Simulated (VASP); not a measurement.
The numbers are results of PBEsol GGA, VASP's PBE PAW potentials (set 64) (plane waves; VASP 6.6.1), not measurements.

The input files of a VASP run:

POSCAR:
```
Lu
1
    1.7282631991    -2.9934397532     0.0000000000
    1.7282631991     2.9934397532     0.0000000000
    0.0000000000     0.0000000000     5.3737035039
Lu
2
Direct
  0.3333330000   0.6666670000   0.2500000000
  0.6666670000   0.3333330000   0.7500000000
```

File KPOINTS:
```
Automatic mesh
0
Gamma
12 12 6
0 0 0
```

INCAR:
```
NELM = 100   # most electronic steps
ISMEAR = 1   # Methfessel-Paxton
PREC = Accurate
ALGO = Normal   # blocked Davidson
LMAXMIX = 6   # l cut-off of mixed one-centre charges
SIGMA = 0.1   # width (eV)
ISIF = 2   # forces and stress, cell fixed
LREAL = .FALSE.   # projection in real space or not
EDIFF = 1E-7
SYSTEM = Lu
LWAVE = .FALSE.
GGA = PS   # PBEsol
LASPH = .TRUE.
ENCUT = 480   # plane-wave cut-off (eV)
LCHARG = .FALSE.
```

POTCAR, in this order: Lu_3 (PBE.64 set). Program: vasp_std.

The resulting files:

File OUTCAR:
```
 ion  position               nearest neighbor table
   1  0.333  0.667  0.250-   2 3.35   2 3.35   2 3.35   2 3.35   2 3.35   2 3.35
   2  0.667  0.333  0.750-   1 3.35   1 3.35   1 3.35   1 3.35   1 3.35   1 3.35
  LATTYP: Found a hexagonal cell.
 ALAT       =     3.4565264705
 C/A-ratio  =     1.5546542316
 Subroutine PRICEL returns:
 Original cell was already a primitive cell.
 Subroutine GETGRP returns: Found 24 space group operations
The static configuration has the point symmetry D_3d.
 The point group associated with its full space group is D_6h.
The dynamic configuration has the point symmetry D_3d.
 Subroutine INISYM returns: Found 24 space group operations
 Subroutine IBZKPT returns following result:
 Found     76 irreducible k-points:

 Following reciprocal coordinates:
            Coordinates               Weight
  0.000000  0.000000  0.000000      1.000000
  0.083333 -0.000000  0.000000      6.000000
  0.166667  0.000000  0.000000      6.000000
  0.250000  0.000000  0.000000      6.000000
  0.333333 -0.000000  0.000000      6.000000
  0.416667  0.000000  0.000000      6.000000
  0.500000  0.000000  0.000000      3.000000
  0.083333  0.083333  0.000000      6.000000
  0.166667  0.083333  0.000000     12.000000
  0.250000  0.083333  0.000000     12.000000
  0.333333  0.083333  0.000000     12.000000
  0.416667  0.083333  0.000000     12.000000
  0.166667  0.166667  0.000000      6.000000
  0.250000  0.166667  0.000000     12.000000
  0.333333  0.166667  0.000000     12.000000
  0.416667  0.166667  0.000000      6.000000
  0.250000  0.250000  0.000000      6.000000
  0.333333  0.250000  0.000000     12.000000
  0.333333  0.333333  0.000000      2.000000
  0.000000  0.000000  0.166667      2.000000
  0.083333 -0.000000  0.166667     12.000000
  0.166667  0.000000  0.166667     12.000000
...
```

File OSZICAR:
```
       N       E                     dE             d eps       ncg     rms          rms(c)
DAV:   1     0.412039504679E+02    0.41204E+02   -0.84228E+03  3597   0.145E+03
DAV:   2    -0.764232652253E+01   -0.48846E+02   -0.47736E+02  3374   0.700E+02
DAV:   3    -0.965003969708E+01   -0.20077E+01   -0.19472E+01  3460   0.596E+01
DAV:   4    -0.974983359942E+01   -0.99794E-01   -0.93919E-01  3625   0.918E+00
DAV:   5    -0.975243856014E+01   -0.26050E-02   -0.25993E-02  3334   0.172E+00    0.261E+01
DAV:   6    -0.974070187542E+01    0.11737E-01   -0.32580E-02  3324   0.411E+00    0.155E+01
DAV:   7    -0.974726461009E+01   -0.65627E-02   -0.60796E-02  3188   0.555E+00    0.383E-01
DAV:   8    -0.974700950091E+01    0.25511E-03   -0.39787E-03  3252   0.911E-01    0.932E-02
DAV:   9    -0.974701043297E+01   -0.93206E-06   -0.18520E-04  3366   0.217E-01    0.265E-02
DAV:  10    -0.974700715781E+01    0.32752E-05   -0.16038E-05  3403   0.604E-02    0.267E-02
DAV:  11    -0.974700728951E+01   -0.13170E-06   -0.92554E-07  3251   0.145E-02    0.394E-03
DAV:  12    -0.974700738627E+01   -0.96758E-07   -0.70663E-08  1868   0.606E-03
   1 F= -.97470074E+01 E0= -.97477239E+01  d E =0.214949E-02
```

OUTCAR:
```
------------------------ aborting loop because EDIFF is reached ----------------------------------------
  FORCE on cell =-STRESS in cart. coord.  units (eV):
  Direction    XX          YY          ZZ          XY          YZ          ZX
  --------------------------------------------------------------------------------------
  Total        0.0493629      0.0493630     -0.0406619      0.0000000     -0.0000000      0.0000000
  in kB        1.4224191      1.4224192     -1.1716934      0.0000000     -0.0000000      0.0000000
  external PRESSURE =       0.5577150 kB  Pullay stress =       0.0000000 kB
  volume of cell :       55.60
      direct lattice vectors                 reciprocal lattice vectors
     1.728263199 -2.993439753  0.000000000     0.289307786 -0.167031924  0.000000000
     1.728263199  2.993439753  0.000000000     0.289307786  0.167031924  0.000000000
     0.000000000  0.000000000  5.373703504     0.000000000  0.000000000  0.186091398
 POSITION                                       TOTAL-FORCE (eV/Angst)
 -----------------------------------------------------------------------------------
      1.72826      0.99782      1.34343        -0.000000     -0.000000      0.000000
      1.72826     -0.99782      4.03028         0.000000      0.000000      0.000000
 -----------------------------------------------------------------------------------
    total drift:                                0.000000      0.000066     -0.000012
  FREE ENERGIE OF THE ION-ELECTRON SYSTEM (eV)
  ---------------------------------------------------
  free  energy   TOTEN  =        -9.7470073863 eV

  energy  without entropy=       -9.7491568748  energy(sigma->0) =       -9.74772388
```
(Selected blocks of OUTCAR.)

The compound is Lu in the hcp structure. It was relaxed first, which changed the volume by -6 %.
